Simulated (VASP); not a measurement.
LiLuSe2: relaxation of cell and atoms with PBE+D3(BJ)

The system is LiLuSe2.

```xyz
16
Lattice="0.0000 5.5357 5.5357 5.5357 0.0000 5.5357 5.5357 5.5357 0.0000" Properties=species:S:1:pos:R:3 pbc="T T T"
Li    1.3839    1.3839    1.3839
Li    1.3839    4.1518    4.1518
Li    4.1518    4.1518    1.3839
Li    4.1518    1.3839    4.1518
Lu    6.9196    6.9196    6.9196
Lu    6.9196    4.1518    4.1518
Lu    4.1518    4.1518    6.9196
Lu    4.1518    6.9196    4.1518
Se    4.1298    4.1298    4.1298
Se    9.7094    6.8976    6.8976
Se    6.9416    6.9416    4.1298
Se    6.8976    9.7094    6.8976
Se    4.1298    6.9416    6.9416
Se    9.7094    9.7094    9.7094
Se    6.9416    4.1298    6.9416
Se    6.8976    6.8976    9.7094
```

The cell was built by a generator and needn't be a form met in nature.

```yaml
Program: VASP 6.6.1
Task: relaxation of cell and atoms
Functional: PBE
Dispersion: D3(BJ)
Potentials_or_basis: VASP PAW PBE potentials, release 64 (Li_sv, Lu, Se)
Cutoff: 600 eV
k_mesh: 4 × 4 × 4
Occupations: gaussian, width 0.03 eV
Spin: no spin polarisation
Further_INCAR_settings: ALGO = Normal; EDIFF = 1e-07; IBRION = 2; EDIFFG = -0.005; NSW = 90; ISIF = 3
```

| Quantity | Value |
| --- | --- |
| Pressure after relaxing | 0.0 GPa |
| Largest force after relaxing | 0.005 eV/Å |
| Band gap on the k mesh | 1.43 eV, direct |
| Dispersion energy per atom | -0.352 eV |

Forces in eV/Å, atoms in the order of the input:
```
Li   0.000  0.000  0.000
Li   0.000  0.000  0.000
Li   0.000  0.000  0.000
Li   0.000  0.000  0.000
Lu   0.000  0.000  0.000
Lu   0.000  0.000  0.000
Lu   0.000  0.000  0.000
Lu   0.000  0.000  0.000
Se   0.003  0.003  0.003
Se  -0.003  0.003  0.003
Se  -0.003 -0.003  0.003
Se   0.003 -0.003  0.003
Se   0.003 -0.003 -0.003
Se  -0.003 -0.003 -0.003
Se  -0.003  0.003 -0.003
Se   0.003  0.003 -0.003
```

Final structure:
```
CELL_PARAMETERS angstrom
0.00000 5.53568 5.53568
5.53568 0.00000 5.53568
5.53568 5.53568 0.00000
ATOMIC_POSITIONS crystal
Li 0.12500 0.12500 0.12500
Li 0.62500 0.12500 0.12500
Li 0.12500 0.12500 0.62500
Li 0.12500 0.62500 0.12500
Lu 0.62500 0.62500 0.62500
Lu 0.12500 0.62500 0.62500
Lu 0.62500 0.62500 0.12500
Lu 0.62500 0.12500 0.62500
Se 0.37301 0.37301 0.37301
Se 0.36904 0.87699 0.87699
Se 0.37301 0.37301 0.88096
Se 0.87699 0.36904 0.87699
Se 0.88096 0.37301 0.37301
Se 0.87699 0.87699 0.87699
Se 0.37301 0.88096 0.37301
Se 0.87699 0.87699 0.36904
```

Levels at points of the mesh, in eV from the valence-band top:
```csv
k point,band 76,band 77,band 78,band 79,band 80,band 81,band 82,band 83,band 84,band 85
"(0.00, 0.00, 0.00)",-1.36,-1.36,0.00,0.00,0.00,1.43,1.43,1.48,3.21,3.21
"(0.50, 0.00, 0.00)",-0.89,-0.89,-0.80,-0.38,-0.38,2.37,2.40,2.40,3.16,3.34
"(0.50, 0.50, 0.00)",-1.43,-0.93,-0.93,-0.87,-0.87,2.17,2.17,3.63,3.63,3.81
```

Run time: 2.2 min on 4 MPI ranks on AMD EPYC 9R45 (Zen 5), on a shared host, peak memory 0.72 GiB a rank.

Caveat: the cutoff is under 1.25 times the usual one of these potentials, so pressure, stress and relaxed cells hold a basis-set (Pulay) error; the relaxation stopped at its first step, so nothing moved; spin-orbit coupling is left out, which moves the levels of the heavy elements. A k mesh can miss the band edges.
